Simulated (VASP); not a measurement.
Input:

```
CELL_PARAMETERS angstrom
      1.46198    -2.53222     0.00000
      1.46198     2.53222     0.00000
      0.00000     0.00000     2.85091
ATOMIC_POSITIONS crystal
  W  0.00000 0.00000 0.00000
  C  0.33333 0.66667 0.50000
```

Method: PBE GGA, VASP's PBE PAW potentials (set 64) (plane waves; VASP 6.6.1). Run with 620 eV cut-off, 14×14×13 Γ-centred mesh, first-order Methfessel-Paxton smearing of 0.10 eV, potentials W_sv C.

Unless said otherwise, spin-orbit coupling is left out, though it shifts the bands of the heavy elements here.

### Question
Estimate the energy per atom (σ→0), band gap (on the k-mesh) with the smallest direct gap where there is one.

### Answer

* **band gap (on the k-mesh)**: none (metal, semimetal or under 0.01 eV)
* **energy per atom (σ→0)**: -11225 meV/atom

Total energies compare only between runs with the same potentials, cut-off and functional.

The compound is WC in the wc structure. It was relaxed first.
